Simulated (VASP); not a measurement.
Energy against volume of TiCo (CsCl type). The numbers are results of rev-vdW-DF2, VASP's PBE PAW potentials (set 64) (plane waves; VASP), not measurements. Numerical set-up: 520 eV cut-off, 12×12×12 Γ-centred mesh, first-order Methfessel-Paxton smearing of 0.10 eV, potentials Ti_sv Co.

```json
[
 {"V (Å³/atom)": "12.050", "E (eV/atom)": "-5.47596"},
 {"V (Å³/atom)": "12.434", "E (eV/atom)": "-5.49784"},
 {"V (Å³/atom)": "12.819", "E (eV/atom)": "-5.50426"},
 {"V (Å³/atom)": "13.204", "E (eV/atom)": "-5.49744"}
]
```

### Question
Fit these four points and predict the energy of the run at 13.588 Å³/atom.

### Answer
A cubic in V^(−2/3), the third-order Birch-Murnaghan form, passes through the four points with V0 = 12.80 Å³/atom and B0 = 184 GPa, and gives -5.4794 eV/atom there. The run gave -5.4792 eV/atom, +0.1 meV/atom from the fit; all five points give B0 = 185 GPa.

The compound is TiCo in the CsCl type structure. It was relaxed first. The run is not spin-polarised, so no magnetic state was tried.
